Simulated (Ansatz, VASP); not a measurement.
# Cross-check of Ti3Al between VASP and Ansatz

One calculation is typed for both programs; each brings its own data sets. How far apart do they land? The two relaxations start from unlike cells of this crystal (the structure described is Ansatz's start), so only their ends are compared.

Calculated with Ansatz 0.2.0; plane waves, with VASP 6.6.1 beside it; relaxation of cell and atoms at BLYP with D3(BJ).

**1. The structure**

It takes space group P6_3/mmc (No. 194, hexagonal). Conventional cell: a = 5.748 Å, b = 5.748 Å, c = 4.631 Å, α = 90.00°, β = 90.00°, γ = 120.00°. Ti has 8 Ti at 2.81 to 2.93 Å and 4 Al at 2.83 to 2.87 Å nearest. Nearest to Al lie 12 Ti at 2.83 to 2.87 Å. Farther neighbours are not listed.

**2. VASP: relaxation of cell and atoms, BLYP with D3(BJ)**

The relaxed volume is the usual yardstick between codes: in a stiff, nearly cubic crystal its relative difference is about their pressure difference at one cell divided by the bulk modulus.

Lines of VASP's logs that name or quote its potential files are left out, and so is its time.

INCAR reads:

```
SYSTEM = Ti3Al
PREC = Accurate
ENCUT = 500
EDIFF = 1E-07
NELM = 120
ISMEAR = 0
SIGMA = 0.1
LREAL = .FALSE.
ALGO = Normal
GGA = B5
ALDAX = 1
AGGAX = 1
AGGAC = 1
ALDAC = 0
IVDW = 12
VDW_S6 = 1
VDW_S8 = 2.6996
VDW_A1 = 0.4298
VDW_A2 = 4.2359
NBANDS = 48
LASPH = .TRUE.
LORBIT = 11
LWAVE = .FALSE.
LCHARG = .FALSE.
ISIF = 3
IBRION = 2
NSW = 80
EDIFFG = -0.005
GGA_COMPAT = .FALSE.
NELMIN = 4
KPAR = 2
```

POSCAR reads:

```
Ti3Al
1.0
    5.5646463517      0.0000000000      0.0000000000
   -2.7823231759      4.8191246682      0.0000000000
    0.0000000000      0.0000000000      4.5359621598
Ti Al
6 2
Direct
    0.8300492249      0.6600984498      0.2500000540
    0.1699509559      0.8300493254      0.7499999460
    0.6600983695      0.8300493254      0.7499999460
    0.3399017310      0.1699508755      0.2500000540
    0.8300491446      0.1699508755      0.2500000540
    0.1699508755      0.3399017511      0.7499999460
    0.3333333668      0.6666667336      0.2500000540
    0.6666666332      0.3333332664      0.7499999460
```

KPOINTS reads:

```
Automatic mesh
0
Gamma
6 6 6
0 0 0
```

Potentials, in the order of the species: Ti_sv and Al (PBE family, release 64).

Command:

```console
$ mpirun -np 2 vasp_std
```

Numbers of over 12 decimals in the logs are rounded to 6 here.

Output:

```text
[banner, memory and clock lines left out]
running    2 mpi-ranks, on    1 nodes
 distrk:  each k-point on    1 cores,    2 groups
 distr:  one band on    1 cores,    1 groups

 POSCAR found type information on POSCAR TiAl
 POSCAR found :  2 types and       8 ions
|                                                                             |
|               ----> ADVICE to this user running VASP <----                  |
|                                                                             |
|     You enforced a specific xc type in the INCAR file but a different       |
|     [... a line on the potential file left out ...]
|     I HOPE YOU KNOW WHAT YOU ARE DOING!                                     |
|                                                                             |

 LDA part: xc-table for (Slater(with rela. corr.)+VWN5), standard interpolation
 POSCAR, INCAR and KPOINTS ok, starting setup
 FFT: planning ... GRIDC
 FFT: planning ... GRID_SOFT
 FFT: planning ... GRID
 WAVECAR not read
 entering main loop
       N       E                     dE             d eps       ncg     rms          rms(c)
DAV:   1     0.105619527820E+04    0.10562E+04   -0.37988E+04  2704   0.193E+03
DAV:   2     0.899781883038E+02   -0.96622E+03   -0.94682E+03  2688   0.600E+02
DAV:   3    -0.348935046211E+02   -0.12487E+03   -0.12007E+03  4280   0.185E+02
DAV:   4    -0.522617758788E+02   -0.17368E+02   -0.16938E+02  3936   0.600E+01
DAV:   5    -0.535555034937E+02   -0.12937E+01   -0.12859E+01  4240   0.143E+01    0.231E+01
DAV:   6    -0.472171961953E+02    0.63383E+01   -0.36673E+01  3448   0.378E+01    0.556E+00
DAV:   7    -0.474712248915E+02   -0.25403E+00   -0.29336E+00  3744   0.739E+00    0.443E+00
DAV:   8    -0.475483785749E+02   -0.77154E-01   -0.36597E-01  3584   0.368E+00    0.128E+00
DAV:   9    -0.475593884172E+02   -0.11010E-01   -0.76300E-02  3800   0.170E+00    0.469E-01
DAV:  10    -0.475620149046E+02   -0.26265E-02   -0.21215E-02  3704   0.815E-01    0.102E-01
DAV:  11    -0.475620761892E+02   -0.61285E-04   -0.18764E-03  3760   0.256E-01    0.689E-02
DAV:  12    -0.475620287979E+02    0.47391E-04   -0.39700E-04  3544   0.109E-01    0.208E-02
DAV:  13    -0.475620239801E+02    0.48178E-05   -0.33158E-05  4064   0.338E-02    0.492E-03
DAV:  14    -0.475620245802E+02   -0.60009E-06   -0.19783E-06  3464   0.900E-03    0.197E-03
DAV:  15    -0.475620248876E+02   -0.30742E-06   -0.36227E-07  2576   0.377E-03    0.452E-04
DAV:  16    -0.475620249895E+02   -0.10188E-06   -0.35108E-08  2008   0.125E-03    0.241E-04
DAV:  17    -0.475620250220E+02   -0.32484E-07   -0.10706E-08  2016   0.766E-04
   1 F= -.58870517E+02 E0= -.58857047E+02  d E =-.588705E+02
 curvature:   0.00 expect dE= 0.000E+00 dE for cont linesearch  0.000E+00
 trial: gam= 0.00000 g(F)=  0.211E-06 g(S)=  0.308E-04 ort = 0.000E+00 (trialstep = 0.100E+01)
 search vector abs. value=  0.310E-04
 bond charge predicted
       N       E                     dE             d eps       ncg     rms          rms(c)
DAV:   1    -0.475538247202E+02    0.82003E-02   -0.13233E-02  3744   0.101E+00    0.191E-01
DAV:   2    -0.475533362215E+02    0.48850E-03   -0.34880E-03  3680   0.410E-01    0.638E-02
DAV:   3    -0.475532952578E+02    0.40964E-04   -0.32794E-04  3712   0.722E-02    0.183E-02
DAV:   4    -0.475533023945E+02   -0.71366E-05   -0.98364E-05  4000   0.331E-02    0.726E-03
DAV:   5    -0.475533078323E+02   -0.54378E-05   -0.13625E-05  3728   0.167E-02    0.933E-03
DAV:   6    -0.475533102836E+02   -0.24513E-05   -0.68912E-06  3800   0.123E-02    0.340E-03
DAV:   7    -0.475533118140E+02   -0.15304E-05   -0.58431E-06  3304   0.890E-03    0.112E-03
DAV:   8    -0.475533118641E+02   -0.50157E-07   -0.69384E-07  3136   0.395E-03
   2 F= -.58870514E+02 E0= -.58857054E+02  d E =0.300301E-05
 trial-energy change:    0.000003  1 .order   -0.000007   -0.000031    0.000018
 step:   0.3616(harm=  0.6372)  dis= 0.00001  next Energy=   -58.870522 (dE=-0.515E-05)
 reached required accuracy - stopping structural energy minimisation
```

From OUTCAR (step 2):

```text
ion  position               nearest neighbor table
   1  0.830  0.660  0.250-   4 2.73   5 2.73   8 2.76   8 2.76   7 2.78   7 2.78   2 2.80   3 2.80
                             2 2.80   3 2.80   5 2.84   4 2.84
   2  0.170  0.830  0.750-   3 2.73   6 2.73   7 2.76   7 2.76   8 2.78   8 2.78   4 2.80   1 2.80
                             4 2.80   1 2.80   6 2.84   3 2.84
   3  0.660  0.830  0.750-   2 2.73   6 2.73   7 2.76   7 2.76   8 2.78   8 2.78   5 2.80   1 2.80
                             5 2.80   1 2.80   6 2.84   2 2.84
   4  0.340  0.170  0.250-   5 2.73   1 2.73   8 2.76   8 2.76   7 2.78   7 2.78   2 2.80   6 2.80
                             2 2.80   6 2.80   1 2.84   5 2.84
   5  0.830  0.170  0.250-   4 2.73   1 2.73   8 2.76   8 2.76   7 2.78   7 2.78   3 2.80   6 2.80
                             3 2.80   6 2.80   1 2.84   4 2.84
   6  0.170  0.340  0.750-   2 2.73   3 2.73   7 2.76   7 2.76   8 2.78   8 2.78   5 2.80   4 2.80
                             5 2.80   4 2.80   3 2.84   2 2.84
   7  0.333  0.667  0.250-   6 2.76   3 2.76   2 2.76   6 2.76   3 2.76   2 2.76   4 2.78   5 2.78
                             1 2.78   1 2.78   5 2.78   4 2.78
   8  0.667  0.333  0.750-   4 2.76   5 2.76   1 2.76   4 2.76   5 2.76   1 2.76   2 2.78   3 2.78
                             6 2.78   6 2.78   2 2.78   3 2.78

  LATTYP: Found a hexagonal cell.
 ALAT       =     5.5646463517
 C/A-ratio  =     0.8151393410

 Subroutine GETGRP returns: Found 24 space group operations
 (whereof 12 operations were pure point group operations)

The static configuration has the point symmetry D_3d.
 The point group associated with its full space group is D_6h.

 Found     28 irreducible k-points:

   k-points           NKPTS =     28   k-points in BZ     NKDIM =     28   number of bands    NBANDS=     48

   dimension x,y,z NGX =    42 NGY =   42 NGZ =   36
   dimension x,y,z NGXF=    84 NGYF=   84 NGZF=   72

   ENCUT  =  500.0 eV  36.75 Ry    6.06 a.u.  10.15 10.15  8.27*2*pi/ulx,y,z

   NELECT =      78.0000    total number of electrons

 k-points in reciprocal lattice and weights: Automatic mesh
   0.00000000  0.00000000  0.00000000       0.005
   0.16666667  0.00000000  0.00000000       0.028
   0.33333333  0.00000000  0.00000000       0.028
   0.50000000  0.00000000  0.00000000       0.014
   0.16666667  0.16666667  0.00000000       0.028
   0.33333333  0.16666667  0.00000000       0.056
   0.33333333  0.33333333  0.00000000       0.009
   0.00000000  0.00000000  0.16666667       0.009
   0.16666667  0.00000000  0.16666667       0.056
[...]
0.33333333  0.16666667  0.50000000       0.056
   0.33333333  0.33333333  0.50000000       0.009

 Edisp (eV)  -11.30849

 average (electrostatic) potential at core
       1 -70.5888       2 -70.5888       3 -70.5888       4 -70.5888       5 -70.5888
       6 -70.5888       7 -69.7255       8 -69.7255

 E-fermi :   9.6543

 k-point     1 :       0.0000    0.0000    0.0000
  band No.  band energies     occupation
    ...
     35       8.2886      2.00000
     36       8.6605      2.00000
     37       8.6605      2.00000
     38       9.1183      2.00000
     39       9.6187      1.38482
     40       9.9128      0.00026
     41      10.4825      0.00000
     42      10.4825      0.00000
     43      10.4999      0.00000
     44      10.6709      0.00000
    ...

 k-point     2 :       0.1667    0.0000    0.0000
  band No.  band energies     occupation
    ...
     35       8.4347      2.00000
     36       8.4612      2.00000
     37       8.7024      2.00000
     38       9.4091      1.99948
     39       9.4859      1.98275
     40       9.7693      0.10380
     41      10.4447      0.00000
     42      10.4998      0.00000
     43      10.5428      0.00000
     44      10.6267      0.00000
    ...

 k-point     3 :       0.3333    0.0000    0.0000
  band No.  band energies     occupation
    ...
     35       8.7918      2.00000
     36       8.9096      2.00000
     37       9.0084      2.00000
     38       9.0844      2.00000
     39       9.4977      1.97317
     40       9.9777      0.00000
     41      10.3648      0.00000
     42      10.4893      0.00000
     43      10.5001      0.00000
     44      10.6775      0.00000
    ...

 Edisp (eV)  -11.31720

  Total       0.02259     0.02259     0.02929    -0.00000    -0.00000    -0.00000
  in kB       0.29773     0.29773     0.38601    -0.00000    -0.00000    -0.00000
  external pressure =        0.33 kB  Pullay stress =        0.00 kB

  energy-cutoff  :      500.00
  volume of cell :      121.55
      direct lattice vectors                 reciprocal lattice vectors
     5.563094952  0.000000000  0.000000000     0.179756055  0.103782216 -0.000000000
    -2.781547476  4.817781117  0.000000000    -0.000000000  0.207564432  0.000000000
     0.000000000 -0.000000000  4.535174413     0.000000000  0.000000000  0.220498686

 POSITION                                       TOTAL-FORCE (eV/Angst)
 -----------------------------------------------------------------------------------
      2.78155      3.18017      1.13379         0.000000     -0.000157     -0.000000
     -1.36333      3.99898      3.40138         0.000136     -0.000078      0.000000
      1.36333      3.99898      3.40138        -0.000136     -0.000078     -0.000000
      1.41821      0.81881      1.13379         0.000136      0.000078      0.000000
      4.14488      0.81881      1.13379        -0.000136      0.000078      0.000000
     -0.00000      1.63761      3.40138        -0.000000      0.000157      0.000000
     -0.00000      3.21185      1.13379        -0.000000     -0.000000      0.000000
      2.78155      1.60593      3.40138        -0.000000      0.000000      0.000000
 -----------------------------------------------------------------------------------
    total drift:                                0.000519     -0.006619      0.000960

  FREE ENERGIE OF THE ION-ELECTRON SYSTEM (eV)
  ---------------------------------------------------
  free  energy   TOTEN  =       -58.8705137904 eV

  energy  without entropy=      -58.8435936956  energy(sigma->0) =      -58.85705374

 reached required accuracy - stopping structural energy minimisation

 total charge
# of ion       s       p       d       tot
------------------------------------------
    1        2.248   6.135   2.052  10.435
    2        2.248   6.135   2.052  10.435
    3        2.248   6.135   2.052  10.435
    4        2.248   6.135   2.052  10.435
    5        2.248   6.135   2.052  10.435
    6        2.248   6.135   2.052  10.435
    7        0.435   0.460   0.000   0.895
    8        0.435   0.460   0.000   0.895
--------------------------------------------------
tot         14.356  37.731  12.310  64.397

[... 3 further parts left out ...]
```

[end of part 1 of 2]

[Lines on the potential files, build, host, timing and source positions are cut from VASP's logs without a mark.]

[Logs are printed without paths, hosts, clocks, repeated set-up lines and the standing remarks that a program may print on its own settings, such as how far it seeks lower states.]

[Hosts, paths, dates, database ids (printed as entryN), source tags and the programs' standing remarks are cut or masked in the printed files.]
